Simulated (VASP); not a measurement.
Output of a VASP run:

### OSZICAR
```
       N       E                     dE             d eps       ncg     rms          rms(c)
DAV:   1     0.379625948814E+02    0.37963E+02   -0.79164E+03  2940   0.117E+03
DAV:   2    -0.680569833568E+01   -0.44768E+02   -0.43666E+02  2791   0.468E+02
DAV:   3    -0.890045421622E+01   -0.20948E+01   -0.19541E+01  2964   0.515E+01
DAV:   4    -0.898873386417E+01   -0.88280E-01   -0.87697E-01  2956   0.101E+01
DAV:   5    -0.899473090838E+01   -0.59970E-02   -0.48955E-02  2844   0.204E+00    0.245E+01
DAV:   6    -0.898931619929E+01    0.54147E-02   -0.32479E-02  2783   0.342E+00    0.146E+01
DAV:   7    -0.899849055710E+01   -0.91744E-02   -0.54775E-02  2706   0.442E+00    0.371E-01
DAV:   8    -0.899827677679E+01    0.21378E-03   -0.36499E-03  2701   0.893E-01    0.917E-02
DAV:   9    -0.899828512189E+01   -0.83451E-05   -0.20713E-04  2848   0.199E-01    0.316E-02
DAV:  10    -0.899827888796E+01    0.62339E-05   -0.26886E-05  2811   0.651E-02    0.432E-02
DAV:  11    -0.899827972893E+01   -0.84097E-06   -0.15439E-06  1802   0.189E-02
   1 F= -.89982797E+01 E0= -.89992159E+01  d E =0.280841E-02
```

**OUTCAR**
```
------------------------ aborting loop because EDIFF is reached ----------------------------------------
  FORCE on cell =-STRESS in cart. coord.  units (eV):
  Direction    XX          YY          ZZ          XY          YZ          ZX
  --------------------------------------------------------------------------------------
  Total        0.2078607      0.2078607     -0.1782570     -0.0000000      0.0000000     -0.0000000
  in kB        5.4280102      5.4280087     -4.6549486     -0.0000000      0.0000000     -0.0000000
  external PRESSURE =       2.0670234 kB  Pullay stress =       0.0000000 kB
  volume of cell :       61.35
      direct lattice vectors                 reciprocal lattice vectors
     1.780000000 -3.083050000  0.000000000     0.280898876 -0.162177065  0.000000000
     1.780000000  3.083050000  0.000000000     0.280898876  0.162177065  0.000000000
     0.000000000  0.000000000  5.590000000     0.000000000  0.000000000  0.178890877
 POSITION                                       TOTAL-FORCE (eV/Angst)
 -----------------------------------------------------------------------------------
      1.78000      1.02769      1.39750         0.000000      0.000000      0.000000
      1.78000     -1.02769      4.19250        -0.000000     -0.000000      0.000000
 -----------------------------------------------------------------------------------
    total drift:                               -0.000002      0.000088     -0.000012
  FREE ENERGIE OF THE ION-ELECTRON SYSTEM (eV)
  ---------------------------------------------------
  free  energy   TOTEN  =        -8.9982797289 eV

  energy  without entropy=       -9.0010881378  energy(sigma->0) =       -8.99921587
```
(Selected blocks of OUTCAR.)

### POSCAR
```
Er
1
    1.7800000000    -3.0830500000     0.0000000000
    1.7800000000     3.0830500000     0.0000000000
    0.0000000000     0.0000000000     5.5900000000
Er
2
Direct
  0.3333330000   0.6666670000   0.2500000000
  0.6666670000   0.3333330000   0.7500000000
```

### Question
Write an INCAR and KPOINTS that could have produced this output.

### Answer
Several could match; the one computed here: the input of the run itself, PBE GGA, plane waves, VASP's PBE PAW potentials (set 64).

**KPOINTS**
```
Automatic mesh
0
Gamma
11 11 6
0 0 0
```

### INCAR
```
# general
SYSTEM   =  Er
PREC     =  Accurate
ENCUT    =  400
LREAL    =  Auto   # projection in real space or not
LASPH    =  .TRUE.   # aspherical one-centre terms

# electronic loop
EDIFF    =  1E-6
NELM     =  100   # most electronic steps
ALGO     =  Normal   # blocked Davidson
LMAXMIX  =  6   # l cut-off of mixed one-centre charges

# smearing
ISMEAR   =  1
SIGMA    =  0.1

# functional
GGA      =  PE   # PBE

# ions
ISIF     =  2   # forces and stress, cell fixed

# output
LWAVE    =  .FALSE.
LCHARG   =  .FALSE.
```

POTCAR, in this order: Er_3 (PBE.64 set). Program: vasp_std.

The 4f electrons are frozen in the core of the lanthanide potential, so 4f levels, which can set the real gap, and their magnetism are missing.

The compound is Er in the hcp structure. The cell was not relaxed at this level. The run is one of a series of settings (LREAL = Auto against the base run), some of them coarse on purpose.
